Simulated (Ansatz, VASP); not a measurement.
# CsTl in two plane-wave programs, part 2 of 2

Wanted: the spread between two codes on one cell, functional and k mesh. The cell is generated by rule, not measured, and may not be a known phase. The cell is taken from a series of runs on this material, whose earlier steps may have relaxed, scaled, displaced or heated it; both programs get it as it stands.

VASP 6.6.1 and Ansatz 0.2.0.

So far: The starting structure; VASP: zone-centre phonons, PBE.

The structure was built from a prototype and need not be the compound's stable phase.

## 3. Ansatz: zone-centre phonons, PBE

Level of this step: Ansatz beside VASP: Kohn-Sham DFT, plane waves, PBE (Ansatz).

Ansatz runs on its default PAW (the set named soft_2) files.

The same cell, functional, mesh and smearing now go to Ansatz, which takes its cutoff from its data sets.

Contents of input.yaml:

```yaml
crystal:
  lattice:
    - [0.0, 4.4891882522, 4.4891882522]
    - [4.4891882522, 0.0, 4.4891882522]
    - [4.4891882522, 4.4891882522, 0.0]
  atoms:
    - { symbol: Cs, position: [0.75, 0.75, 0.75] }
    - { symbol: Cs, position: [0.5, 0.5, 0.5] }
    - { symbol: Tl, position: [0.0, 0.0, 0.0] }
    - { symbol: Tl, position: [0.25, 0.25, 0.25] }
kpoints:
  mp_grid: { grid: [8, 8, 8] }
hamiltonian:
  xc: pbe
scf:
  occupations: { method: methfessel_paxton, width: 0.2 }
output:
  eigenvalues: true
phonons:
  method: dfpt
  qmesh: [2, 2, 2]
  temperatures: { t_max: 1000, t_step: 50 }
  qpath:
    path:
      - [[0.0, 0.0, 0.0], [0.5, 0.0, 0.5], [0.625, 0.25, 0.625]]
      - [[0.375, 0.375, 0.75], [0.0, 0.0, 0.0], [0.5, 0.5, 0.5], [0.5, 0.25, 0.75], [0.5, 0.0, 0.5]]
    npoints: 10
```

The run is started by

```console
ansatz run input.yaml --threads 4 --pin off --max-ram 16384MiB --backend cpu --events-out ev --progress --plain --runs-dir out
```

Numbers of over 12 decimals in the logs are rounded to 6 here.

The program printed:

```text
Warning: phonons: the dynamical matrix that this run interpolates holds no multipole term above the dipole-dipole one, and a site of this crystal is no centre of inversion, so its interpolated transverse optical and acoustic branches and sound speeds can stay off near Gamma, and the density of states and the thermodynamics with them. What a run solves at a wave vector of phonons.qpoints, Gamma apart, where the deck admits one, is free of this, and under fd what a larger phonons.supercell samples
Engine: ansatz 0.2.0, aarch64-unknown-linux-gnu
Pseudopotentials: kind: paw
Pseudopotential: Cs, paw, valence charge 9, recommended cutoff 420 eV (normal), Cs.paw.azcp
Pseudopotential: Tl, paw, valence charge 13, recommended cutoff 420 eV (normal), Tl.paw.azcp
Functional definition: PBE
  parameter kappa = 0.804
  parameter beta = 0.066725
  exchange = pbe_x(kappa = kappa, mu = beta*pi^2/3)
  correlation = pbe_c(beta = beta)
Crystal: 4 atoms, lattice volume = 180.940 Å³
Basis set: ecut = 420 eV, 3527 PW (Γ), exchange–correlation on 96×96×96 points (8 copies of the dense FFT grid, shifted against one another)
Bands: 27, of which v1, the nominal top of the filled ones, is band 22 counted from 1 (21 counted from 0)
Symmetry: 48 space group operations
k-points: 29 of 512
Non-local potential: Cs, projectors of the file, l = 0: 3, l = 1: 2, l = 2: 2, l = 3: 2
Non-local potential: Tl, projectors of the file, l = 0: 2, l = 1: 2, l = 2: 2, l = 3: 1
PAW form: soft (Blöchl's): semilocal exchange-correlation on the pseudo side does not see the compensation charge
PAW one-centre angular grid: Cs, 194 points (default); XC on 64 Gauss nodes
PAW one-centre angular grid: Tl, 590 points (default); XC on 64 Gauss nodes
Initial density: superposition of atomic densities (neutral atoms: chi_scale 0, normalization atom), corrected by the library's trained network
Initial wavefunctions: pseudopotential atomic-orbital guess
Functional: x = pbe(κ = 0.804, μ = 0.219515), c = pbe(β = 0.066725)
SCF iter   1: F=—  HF=-34229.874396 eV  |F-HF|=—  |Δ(HF+E_count)|=         —  Δρ=7.27e-4  dr2=7.16e-4  ethr=1.77e-3  ⟨swp⟩=9.2  Hψ=3655  notcnv=0
preconditioner: auto → Kerker (q_TF=auto, 2.155 Å⁻¹)  [metal: Δε(μ)=0.038 eV  Ē_g=11.065 eV  σ=0.200 eV  W_gap=0.16  n_scr=26 (ndim 8)  ℏωp=17.5 eV  f_vac=0.000  D(μ)=2.37/eV (n_scr^D=14)]
SCF iter   2: F=—  HF=-34229.876111 eV  |F-HF|=—  |Δ(HF+E_count)|=   1.71e-3  S|Δr|=    0.00e0  Δρ=4.30e-4  dr2=3.77e-4  ethr=1.63e-6  ⟨swp⟩=2.9  Hψ=1742  notcnv=0
SCF iter   3: F=—  HF=-34229.876315 eV  |F-HF|=—  |Δ(HF+E_count)|=   2.04e-4  S|Δr|=    0.00e0  Δρ=8.87e-5  dr2=4.52e-5  ethr=8.56e-7  ⟨swp⟩=2.6  Hψ=1301  notcnv=0
SCF iter   4: F=—  HF=-34229.876314 eV  |F-HF|=—  |Δ(HF+E_count)|=   6.23e-7  S|Δr|=    0.00e0  Δρ=3.75e-5  dr2=8.23e-6  ethr=1.03e-7  ⟨swp⟩=2.9  Hψ=1213  notcnv=0
SCF iter   5: F=—  HF=-34229.876314 eV  |F-HF|=—  |Δ(HF+E_count)|=   7.56e-8  S|Δr|=    0.00e0  Δρ=1.30e-5  dr2=6.48e-7  ethr=1.87e-8  ⟨swp⟩=2.9  Hψ=1237  notcnv=0
SCF iter   6: F=—  HF=-34229.876364 eV  |F-HF|=—  |Δ(HF+E_count)|=   4.99e-5  S|Δr|=    0.00e0  Δρ=4.45e-6  dr2=6.94e-8  ethr=1.47e-9  ⟨swp⟩=2.2  Hψ=1029  notcnv=0
SCF iter   7: F=—  HF=-34229.876364 eV  |F-HF|=—  |Δ(HF+E_count)|=   3.32e-8  S|Δr|=    0.00e0  Δρ=1.13e-6  dr2=7.06e-9  ethr=1.58e-10  ⟨swp⟩=2.1  Hψ=1116  notcnv=0
SCF iter   8: F=—  HF=-34229.876364 eV  |F-HF|=—  |Δ(HF+E_count)|=  1.16e-10  S|Δr|=    0.00e0  Δρ=3.21e-7  dr2=4.48e-10  ethr=1.60e-11  ⟨swp⟩=3.0  Hψ=1490  notcnv=0
SCF iter   9: F=—  HF=-34229.876364 eV  |F-HF|=—  |Δ(HF+E_count)|=  5.82e-11  S|Δr|=    0.00e0  Δρ=7.21e-8  dr2=2.41e-11  ethr=1.02e-12  ⟨swp⟩=2.1  Hψ=931  notcnv=0
SCF iter  10: F=-34229.876364 eV  HF=-34229.876364 eV  |F-HF|=0.00e0  |Δ(HF+E_count)|=    0.00e0  S|Δr|=    0.00e0  Δρ=1.46e-8  dr2=4.35e-13  ethr=1.00e-12  ⟨swp⟩=6.2  Hψ=3583  notcnv=0
SCF 1 converged in 10 iterations: F = -34229.876364 eV  dr2 = 4.35e-13
  greatest PAW one-centre occupation: 0.962 electrons in one spin orbital (limit 2), on the Tl atom at site 3 (counted from 0), in its partial waves of l = 2
Initial density: read from a saved state, or passed on in memory by an earlier SCF of this step, an earlier step, the calling program or the single point that the run made first
iter 1 solved again at ethr=2.66e-7 eV; its pass at ethr=3.10e-3 eV (dr2=1.17e-4 eV) is discarded
SCF iter   1: F=—  HF=-34229.876306 eV  |F-HF|=—  |Δ(HF+E_count)|=         —  Δρ=2.25e-7  dr2=6.75e-11  ethr=2.66e-7  ⟨swp⟩=3.4  Hψ=6073  notcnv=0
eigensolver tolerance schedule: the retry pair's looser diagonalisation over-reported the residual by 1735921.82 of it (diagonalisation noise at an unbounded share of the residual, at the tolerance the schedule requests for it); recorded, not acted on — ethr = c·dr2/N_el stays at c = 1.0e-1
preconditioner: auto → Kerker (q_TF=auto, 2.155 Å⁻¹)  [metal: Δε(μ)=0.039 eV  Ē_g=11.061 eV  σ=0.200 eV  W_gap=0.16  n_scr=26 (ndim 8)  ℏωp=17.5 eV  f_vac=0.000  D(μ)=2.36/eV (n_scr^D=14)]
SCF iter   2: F=—  HF=-34229.876364 eV  |F-HF|=—  |Δ(HF+E_count)|=   5.78e-5  S|Δr|=    0.00e0  Δρ=9.69e-8  dr2=1.06e-11  ethr=1.00e-12  ⟨swp⟩=4.0  Hψ=2447  notcnv=0
SCF iter   3: F=-34229.876364 eV  HF=-34229.876364 eV  |F-HF|=7.28e-12  |Δ(HF+E_count)|=  2.18e-11  S|Δr|=    0.00e0  Δρ=6.77e-8  dr2=5.43e-12  ethr=1.00e-12  ⟨swp⟩=3.9  Hψ=1922  notcnv=0
SCF 2 converged in 3 iterations: F = -34229.876364 eV  dr2 = 5.43e-12
phonons: the bands overlap, so this run is a metal and interpolates without the dipole-dipole term. If the crystal is really an insulator or semiconductor, its LO-TO splitting is missing
NSCF: frozen V_eff on 29 k-points
WARN: eigensolver did not converge in 2 slots of this pass, the one above among them; of largest residual over every band (k=14): 1 band(s) unlocked (lowest unlocked band 26, counted from 0; max residual 2.55e-4 eV among the unlocked bands, 2.55e-4 eV over every band); of lowest unlocked band (k=8): band 26
NSCF: frozen V_eff on 59 k-points
DFPT response loops at q = (0, 0, 0) (fractional): preconditioner auto → Kerker (q_TF=auto, 2.155 Å⁻¹) (partly filled bands, converged f_vac=0.000); β = 1.00, the filter's whole step (`scf.mixing.beta` (0.50) is not read by the response loops under this deck's `scf.mixing.preconditioner`; to damp them name `kerker` or `kerker_dos`, under which they read `scf.mixing.beta`, and type it under 1.00, their step now; both keys bind the ground state too); Broyden in place of MSR1
NSCF: frozen V_eff on 300 k-points
DFPT response loops at q = (0, 0, -0.5) (fractional): mixed as the last ones told, above
NSCF: frozen V_eff on 190 k-points
DFPT response loops at q = (0, -0.5, -0.5) (fractional): mixed as the last ones told, above
SCF converged after 10 iterations
Stability not checked: this state was not tested for a lower state beside it, because cold or Methfessel-Paxton smearing, or corrected tetrahedra, fill the levels in a way that the test cannot read (fill_not_monotonic; see scf.lower_state_search)
Free energy (F): -34229.876364 eV
Harris-Foulkes:  -34229.876364 eV  (|F-HF|=0.00e0)
Internal energy: -34229.882680 eV  (E = F + TS)
E sigma→0 (E₀):  -34229.877943 eV
Entropy (-TS):   0.006316 eV (1.579 meV/atom)
Fermi energy:    6.601984 eV
Step filling:    the computed levels leave a gap of 0.0000 eV = 0.0 smearing widths at the electron count; against every level under it full and every level over it empty, smearing changes F+E_penalty+E_count by +0.922 meV and its σ→0 estimate by -0.657 meV
--- Per-component energies (eV) ---
  E_band       = -170.707665
  E_kinetic    = 950.999999
  E_local      = -2776.167265  (includes V_loc(G=0)·N_el)
  E_nonlocal   = 694.092811
  E_hartree    = 1041.796264
  E_xc         = -808.375406
  E_vxc        = -535.100403  (∫ρ·V_xc dr)
  E_paw        = -30462.444621  (= ΣΔE_a)
  E_vpaw       = -588.125406  (= ΣTr[D̂ρ^β])
  E_aug_tail   = 0.000065  (compensation charges beyond the density's cutoff)
  E_ewald      = -2869.784527
  E_smearing   = 0.006316  (= −TS)
  E_closure    = 0.000000  (closes the sum)
  Σ components = -34229.876364   (vs F -34229.876364, Δ=0.00e0)
--- Band table (eV; the first three rows and the last of 29) ---
  k-point 0: bands = [... 18 lower, -0.2748, 2.1440, 6.7347, 6.7347, 6.7347, 8.0184, 8.0184, 8.0184, ... 1 higher]
  k-point 1: bands = [... 18 lower, -0.1749, 2.0354, 6.6045, 6.6045, 6.7856, 7.8150, 8.0626, 8.0626, ... 1 higher]
  k-point 2: bands = [... 18 lower, 0.0720, 1.7753, 6.3828, 6.3828, 6.4805, 8.1513, 8.1513, 8.4091, ... 1 higher]
  k-point 28: bands = [... 18 lower, 0.8867, 0.8867, 6.0893, 6.0893, 8.0998, 8.0998, 8.3289, 8.3289, ... 1 higher]
--- Phonons (Γ-DFPT): 2 representative perturbations + reference (Σ response iterations 6) ---
  ASR residual: 3.789e-5 → 0.000e0 eV/Å²; symmetrization residual: 4.995e-5 eV/Å²
  ASR residual per site (eV/Å²): 3.79e-5 3.79e-5 9.40e-6 9.40e-6
  Γ frequencies (cm⁻¹): 0.00 0.00 0.00 35.14 35.14 35.14 44.99 44.99 44.99 65.04 65.04 65.04
--- Phonons (arbitrary-q DFPT): 3 irreducible q on the 2×2×2 mesh ---
  q = [0.0000, 0.0000, 0.0000] (star 1, of the zone-centre solve; hermiticity 8.04e-5, symmetrization 9.79e-12): -0.00 0.00 0.00 35.14 35.14 35.14 44.99 44.99 44.99 65.04 65.04 65.04
  q = [0.0000, 0.0000, -0.5000] (star 4, 2 solved perturbations on 150 of 512 k-point pairs; hermiticity 4.54e-5, symmetrization 2.44e-11): 15.10 15.10 27.24 29.17 29.17 39.28 44.01 49.42 49.42 63.41 65.45 65.45
  q = [0.0000, -0.5000, -0.5000] (star 3, 4 solved perturbations in 308 linear systems a pass and spin channel, the states on 95 of 512 k-point pairs; hermiticity 9.94e-5, symmetrization 7.39e-13): 6.61 6.61 23.69 23.69 37.42 37.42 42.60 42.60 52.44 52.44 70.35 70.35
  sum rule: each row above includes the acoustic sum rule's correction from the zone centre's row sums; it moved no ω² by more than (0.28 cm⁻¹)²
  mesh force constants: q→R imaginary residual 3.63e-17; ASR residual 3.789e-5 → 0.000e0 eV/Å²; symmetrization residual 1.332e-15 eV/Å²
  interpolated dispersion: 62 rows × 12 modes
  density of states and harmonic sums: on the 12×12×12 q-mesh, interpolated from the force constants of a 2×2×2 supercell (no non-analytic term)
  largest difference from the sums on the solved wave vectors: F 9.97e-2 eV, S 1.28e-4 and C_V 2.86e-5 eV/K
  zero-point energy: 0.029782 eV/cell   skipped modes (ω ≤ 0): 11, of them read as no rigid motion or as one in doubt: 8 (4.167e-2 modes/cell left out, lowest -3.67 cm⁻¹)   left out of the sums: 3.62e-3 of the cell's modes: C_V's classical limit lies that fraction below 3 k_B per atom; for a crystal, a wire or a layer, F and S can be off by more, and a phonons.interpolated_qmesh denser along its periods is the remedy for the sampling
```

## 4. Differences

Known differences besides the potentials themselves: VASP's run holds the zone centre alone; the cutoff is 420 eV in Ansatz and 500 eV in VASP. Total energies have different zeros and are not compared.

The two programs side by side:

```
                  quantity  Ansatz  VASP  difference
optical mode 1 to 3 (cm⁻¹)    35.1  35.7        -0.5
optical mode 4 to 6 (cm⁻¹)    45.0  45.1        -0.1
optical mode 7 to 9 (cm⁻¹)    65.0  65.3     -0.42 %
```

Modes are paired by rising frequency, not by their patterns, so a pair may set unlike modes beside each other; they are those without the splitting of longitudinal modes.

## 5. Results

| Quantity | Value |
| --- | --- |
| r.m.s. difference of the optical zone-centre modes, each program's sorted by frequency (zone-centre phonons, PBE) | 0.35 cm⁻¹ |

The r.m.s. difference of the optical zone-centre modes, each program's sorted by frequency is 0.35 cm⁻¹ (zone-centre phonons, PBE). Such differences can come from data sets, numerical settings and the points named under the comparisons, not from the functional's error against experiment.

[Lines on the potential files, build, host, timing and source positions are cut from VASP's logs without a mark.]

[Logs are printed without paths, hosts, clocks, repeated set-up lines and the standing remarks that a program may print on its own settings, such as how far it seeks lower states.]

[Hosts, paths, dates, database ids (printed as entryN), source tags and the programs' standing remarks are cut or masked in the printed files.]
